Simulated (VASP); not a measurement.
A VASP calculation is set up with these files.

INCAR:
```
GGA  =  PE   ! PBE
ISIF  =  2   ! forces and stress, cell fixed
EDIFF  =  1E-6
LWAVE  =  F
ISMEAR  =  0
ALGO  =  Normal
LREAL  =  F   ! projection in real space or not
NELM  =  100   ! most electronic steps
PREC  =  Accurate
SIGMA  =  0.5
ENCUT  =  400
LCHARG  =  F
LMAXMIX  =  4   ! l cut-off of mixed one-centre charges
SYSTEM  =  Nb
LASPH  =  T   ! aspherical one-centre terms
```

KPOINTS:
```
Automatic mesh
0
Gamma
  14 14 14
```

### POSCAR
```
Nb
1
   -1.6500000000     1.6500000000     1.6500000000
    1.6500000000    -1.6500000000     1.6500000000
    1.6500000000     1.6500000000    -1.6500000000
Nb
1
Direct
  0.0000000000   0.0000000000   0.0000000000
```

POTCAR, in this order: Nb_sv (PBE.64 set). Program: vasp_std.

Problem. Translate this PBE calculation to Quantum ESPRESSO's pw.x.

Solution. One equivalent input (not run):
```
&CONTROL
  calculation = 'scf'
  pseudo_dir = './pseudo'
  outdir = './out'
  tprnfor = .true.
  tstress = .true.
/
&SYSTEM
  ibrav = 0
  nat = 1
  ntyp = 1
  ecutwfc = 82
  occupations = 'smearing'
  smearing = 'gaussian'
  degauss = 0.03675
  input_dft = 'pbe'
/
&ELECTRONS
  conv_thr = 7.3e-08
  electron_maxstep = 100
/
ATOMIC_SPECIES
  Nb 92.906 Nb.upf
CELL_PARAMETERS angstrom
    -1.6500000    1.6500000    1.6500000
     1.6500000   -1.6500000    1.6500000
     1.6500000    1.6500000   -1.6500000
ATOMIC_POSITIONS crystal
  Nb   0.0000000  0.0000000  0.0000000
K_POINTS automatic
  14 14 14 0 0 0
```
Limits of the translation: the potentials are each code's own (VASP's PAW set, PseudoDojo norm-conserving files in pw.x), so ENCUT and ecutwfc are chosen apart and not converted; conv_thr bounds pw.x's estimated SCF error, while EDIFF bounds the energy change between steps.

The compound is Nb in the bcc structure. The cell was not relaxed at this level. The run is one of a series of settings (ISMEAR = 0, SIGMA = 0.5 against the base run), some of them coarse on purpose.
